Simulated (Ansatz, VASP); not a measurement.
Given: the input of a run of Ansatz 0.2.0 on Mg6AlCr.

File input.yaml:

```yaml
crystal:
  lattice:
    - [4.918413, 0.0, 0.0]
    - [0.0, 3.12066, 5.355561]
    - [0.0, -3.12066, 5.355561]
  atoms:
    - { symbol: Cr, position: [0.5, 0.672432, 0.672432], spin: 3.0 }
    - { symbol: Al, position: [0.0, 0.826593, 0.826593] }
    - { symbol: Mg, position: [0.5, 0.166227, 0.166227] }
    - { symbol: Mg, position: [0.5, 0.669602, 0.16082] }
    - { symbol: Mg, position: [0.5, 0.16082, 0.669602] }
    - { symbol: Mg, position: [0.0, 0.332548, 0.332548] }
    - { symbol: Mg, position: [0.0, 0.830343, 0.341435] }
    - { symbol: Mg, position: [0.0, 0.341435, 0.830343] }
hamiltonian:
  xc: pbe
  pseudopotentials: { kind: paw }
magnetization:
  spin_polarized: true
kpoints:
  mp_grid: { grid: [6, 5, 5] }
scf:
  occupations: { method: fermi_dirac, width: 0.05 }
output:
  forces: true
  stress: true
  eigenvalues: true
```

Potentials or basis: Ansatz PAW.

Run with:

```bash
$ ansatz run input.yaml --threads 4 --pin off --max-ram 10240MiB --backend cpu --events-out ev --progress --plain --runs-dir out
```

Task: Set up the same calculation for VASP 6.6.1. Potentials there: VASP PAW PBE potentials, release 64 (Cr_pv, Al, Mg).

Result: As run (the cutoff follows the program's own potentials):

File INCAR:

```
PREC = Accurate
ENCUT = 520
EDIFF = 1E-7
ISMEAR = -1
SIGMA = 0.05
LREAL = False
LASPH = True
NELM = 120
ALGO = Normal
ISIF = 2
LWAVE = False
LCHARG = False
ISPIN = 2
MAGMOM = 3 0 0 0 0 0 0 0
LORBIT = 11
LMAXMIX = 4
GGA = PE
NBANDS = 28
```

KPOINTS

```
Automatic mesh
0
Gamma
  6 5 5
```

Contents of POSCAR:

```
Mg6AlCr
1.0
    4.9184130000      0.0000000000      0.0000000000
    0.0000000000      3.1206600000      5.3555610000
    0.0000000000     -3.1206600000      5.3555610000
Cr Al Mg
1 1 6
Direct
    0.5000000000      0.6724320000      0.6724320000
    0.0000000000      0.8265930000      0.8265930000
    0.5000000000      0.1662270000      0.1662270000
    0.5000000000      0.6696020000      0.1608200000
    0.5000000000      0.1608200000      0.6696020000
    0.0000000000      0.3325480000      0.3325480000
    0.0000000000      0.8303430000      0.3414350000
    0.0000000000      0.3414350000      0.8303430000
```

Potentials or basis: VASP PAW PBE potentials, release 64 (Cr_pv, Al, Mg).

Launch:

```bash
$ cat potpaw_PBE.64/Cr_pv/POTCAR potpaw_PBE.64/Al/POTCAR potpaw_PBE.64/Mg/POTCAR > POTCAR
$ mpirun -np 1 vasp_std > vasp.out
```

Both were run:

|  | VASP | Ansatz | Ansatz less VASP |
| --- | --- | --- | --- |
| gap on the k mesh at the Fermi level (eV) | none | none | - |
| pressure (GPa) | -0.1 | 0.0 | +0.10 |
| largest component of the traceless stress (GPa) | 0.41 | 0.40 | -0.004 |
| rms of the force components (eV/Å) | 0.025 | 0.027 | +0.0014 |
| net moment per atom (μB) | 0.49 | 0.49 | 0.000 |
| size of the moment on the site where the two differ most (μB) | 3.58 | 3.65 | +0.066 |

Site moments also hang on the region over which each program counts them. Atom by atom the forces differ by 0.001 eV/Å (rms over components). A gap of «none» marks a metal or a gap that the smearing closes. The two sets of potentials don't hold the same shells in valence.
